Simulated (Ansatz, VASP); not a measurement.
# BiN in two plane-wave programs, part 2 of 2

One calculation is typed for both programs; each brings its own data sets and cutoff. How far apart do they land? The cell is invented: As first built, before any earlier steps moved the atoms (in the runner's words): it takes the GaN structure with some of its atoms replaced by other elements, volume scaled by an estimate. It may not be a known or stable phase. The cell is taken from a series of VASP runs on this material, whose earlier steps may have relaxed, scaled or displaced it; both programs get it as it stands.

VASP 6.6.1 and Ansatz 0.2.0.

So far: The starting structure; Ansatz: zone-centre phonons, r2SCAN; VASP: zone-centre phonons, r2SCAN.

## Step 3: VASP: zone-centre phonons, r2SCAN (continued)

Level of this step: r2SCAN; plane waves and PAW (Bi_d, N); invented cell (VASP).

Numbers of over 12 decimals in the logs are rounded to 6 here.

From OUTCAR (step 3):

```text
ion  position               nearest neighbor table
   1  0.000  0.000  0.000-   2 2.39   2 2.39   2 2.39   2 2.39
   2  0.250  0.250  0.250-   1 2.39   1 2.39   1 2.39   1 2.39

  LATTYP: Found a face centered cubic cell.
 ALAT       =     5.5202387922

 Subroutine GETGRP returns: Found 24 space group operations
 (whereof 24 operations were pure point group operations)

The static configuration has the point symmetry T_d .

 Found     29 irreducible k-points:

   k-points           NKPTS =     29   k-points in BZ     NKDIM =     29   number of bands    NBANDS=     14

   dimension x,y,z NGX =    30 NGY =   30 NGZ =   30
   dimension x,y,z NGXF=    60 NGYF=   60 NGZF=   60

   ENCUT  =  520.0 eV  38.22 Ry    6.18 a.u.   7.26  7.26  7.26*2*pi/ulx,y,z

   NELECT =      20.0000    total number of electrons

 k-points in reciprocal lattice and weights: Automatic mesh
   0.00000000  0.00000000  0.00000000       0.002
   0.12500000  0.00000000  0.00000000       0.016
   0.25000000  0.00000000  0.00000000       0.016
   0.37500000  0.00000000  0.00000000       0.016
   0.50000000  0.00000000  0.00000000       0.008
   0.12500000  0.12500000  0.00000000       0.012
   0.25000000  0.12500000  0.00000000       0.047
   0.37500000  0.12500000  0.00000000       0.047
   0.50000000  0.12500000  0.00000000       0.047
[...]
-0.37500000  0.50000000  0.12500000       0.023
  -0.25000000  0.50000000  0.25000000       0.012

 average (electrostatic) potential at core
       1-111.3945       2 -64.9916

 E-fermi :   6.4449

 k-point     1 :       0.0000    0.0000    0.0000
  band No.  band energies     occupation
    ...
      6     -10.4039      2.00000
      7      -1.0840      2.00000
      8       4.1468      2.00000
      9       4.1870      2.00000
     10       4.2248      2.00000
     11       9.4964      0.00000
     12       9.5379      0.00000
     13       9.5828      0.00000
     14      13.0946      0.00000

 k-point     2 :       0.1250    0.0000    0.0000
  band No.  band energies     occupation
    ...
      6     -10.2305      2.00000
      7      -1.4951      2.00000
      8       4.0152      2.00000
      9       4.0716      2.00000
     10       4.1342      2.00000
     11       8.9824      0.00000
     12       9.6833      0.00000
     13       9.7516      0.00000
     14      14.2974      0.00000

 k-point     3 :       0.2500    0.0000    0.0000
  band No.  band energies     occupation
    ...
      6      -9.7466      2.00000
      7      -2.5237      2.00000
      8       3.6843      2.00000
      9       3.7440      2.00000
     10       3.8802      2.00000
     11       8.8020      0.00000
     12      10.0247      0.00000
     13      10.1197      0.00000
     14      14.7712      0.00000

  Total       -0.0108104      0.0078587      0.0078587      0.0000000      0.0924906      0.0000000
  in kB       -0.4118490      0.2993956      0.2993956      0.0000000      3.5236651      0.0000000
  external PRESSURE =       0.0623141 kB  Pullay stress =       0.0000000 kB

  energy-cutoff  :      520.00
  volume of cell :       42.05
      direct lattice vectors                 reciprocal lattice vectors
     0.000000000  2.760119396  2.760119396    -0.181151584  0.181151584  0.181151584
     2.760119396  0.000000000  2.760119396     0.181151584 -0.181151584  0.181151584
     2.760119396  2.760119396  0.000000000     0.181151584  0.181151584 -0.181151584

 POSITION                                       TOTAL-FORCE (eV/Angst)
 -----------------------------------------------------------------------------------
      0.00000      0.00000      0.00000        -0.060252      0.000000      0.000000
      1.36506      1.38006      1.38006         0.060252     -0.000000     -0.000000
 -----------------------------------------------------------------------------------
    total drift:                                0.000040     -0.000000     -0.000000

  FREE ENERGIE OF THE ION-ELECTRON SYSTEM (eV)
  ---------------------------------------------------
  free  energy   TOTEN  =       -65.8567358201 eV

  energy  without entropy=      -65.8559148889  energy(sigma->0) =      -65.85632535

 Eigenvectors and eigenvalues of the dynamical matrix
 ----------------------------------------------------

   1 f  =    8.649058 THz    54.343635 2PiTHz  288.501524 cm-1    35.769614 meV
             X         Y         Z           dx          dy          dz
      0.000000  0.000000  0.000000    -0.251026   -0.000000    0.000000
      1.380060  1.380060  1.380060     0.967980   -0.000000    0.000000

   2 f  =    8.649058 THz    54.343635 2PiTHz  288.501524 cm-1    35.769614 meV
             X         Y         Z           dx          dy          dz
      0.000000  0.000000  0.000000     0.000000    0.243928   -0.059272
      1.380060  1.380060  1.380060     0.000000   -0.940610    0.228557

   3 f  =    8.649058 THz    54.343635 2PiTHz  288.501524 cm-1    35.769614 meV
             X         Y         Z           dx          dy          dz
      0.000000  0.000000  0.000000     0.000000   -0.059272   -0.243928
      1.380060  1.380060  1.380060     0.000000    0.228557    0.940610

   4 f/i=    0.003992 THz     0.025085 2PiTHz    0.133173 cm-1     0.016511 meV
             X         Y         Z           dx          dy          dz
      0.000000  0.000000  0.000000     0.149920   -0.948795    0.119575
      1.380060  1.380060  1.380060     0.038879   -0.246051    0.031009

   5 f/i=    0.003992 THz     0.025085 2PiTHz    0.133173 cm-1     0.016511 meV
             X         Y         Z           dx          dy          dz
      0.000000  0.000000  0.000000     0.000000    0.121036    0.960383
      1.380060  1.380060  1.380060     0.000000    0.031388    0.249056

   6 f/i=    0.003992 THz     0.025085 2PiTHz    0.133173 cm-1     0.016511 meV
             X         Y         Z           dx          dy          dz
      0.000000  0.000000  0.000000     0.956300    0.148743   -0.018746
      1.380060  1.380060  1.380060     0.247997    0.038574   -0.004861

 ELASTIC MODULI CONTR FROM IONIC RELAXATION (kBar)
 Direction    XX          YY          ZZ          XY          YZ          ZX
 --------------------------------------------------------------------------------
 XX          -0.0000     -0.0000     -0.0000      0.0000      0.0000     -0.0000
 YY          -0.0000     -0.0000     -0.0000      0.0000      0.0000      0.0000
 ZZ          -0.0000     -0.0000     -0.0000      0.0000      0.0000     -0.0000
 XY           0.0000      0.0000      0.0000   -359.9989      0.0000      0.0000
 YZ           0.0000      0.0000      0.0000      0.0000   -359.9989      0.0000
 ZX          -0.0000      0.0000     -0.0000      0.0000      0.0000   -359.9989
 --------------------------------------------------------------------------------

 total charge
# of ion       s       p       d       tot
------------------------------------------
    1        1.574   1.071   9.967  12.611
    2        1.331   2.251   0.000   3.582
--------------------------------------------------
tot          2.905   3.321   9.967  16.193

[... 3 further parts left out ...]
```

The last energy, forces, stress and levels in OUTCAR belong to the last displaced cell, not to the cell of POSCAR.

## Step 4: Comparison

Known differences besides the potentials themselves: VASP keeps PBE cores, Ansatz makes them for the functional; the cutoff is 500 eV in Ansatz and 520 eV in VASP; VASP uses finite displacements, Ansatz perturbation theory. Total energies have different zeros and are not compared.

Both answers:

| quantity | Ansatz | VASP | difference |
| --- | --- | --- | --- |
| optical mode 1 to 3 (cm⁻¹) | 285.1 | 288.5 | -1.19 % |

Modes are paired by rising frequency and degeneracy, not by their patterns, so a pair may still set unlike modes beside each other.

## Step 5: Outcome

| Quantity | Value |
| --- | --- |
| r.m.s. difference of the optical zone-centre modes, each program's sorted by frequency (zone-centre phonons, r2SCAN) | 3.4 cm⁻¹ |
| difference in optical mode 1 to 3 (zone-centre phonons, r2SCAN) | -1.2 % |

What this shows: The r.m.s. difference of the optical zone-centre modes, each program's sorted by frequency is 3.4 cm⁻¹ (zone-centre phonons, r2SCAN). Among the rows given in per cent, the largest difference of the zone-centre phonons, r2SCAN pair is in optical mode 1 to 3, -1.2 %. How closely two codes agree says nothing of how well the functional describes the real material.

[Lines on the potential files, build, host, timing and source positions are cut from VASP's logs without a mark.]

[Logs are printed without paths, hosts, clocks, repeated set-up lines and the standing remarks that a program may print on its own settings, such as how far it seeks lower states.]

[Hosts, paths, dates, database ids (printed as entryN), source tags and the programs' standing remarks are cut or masked in the printed files.]
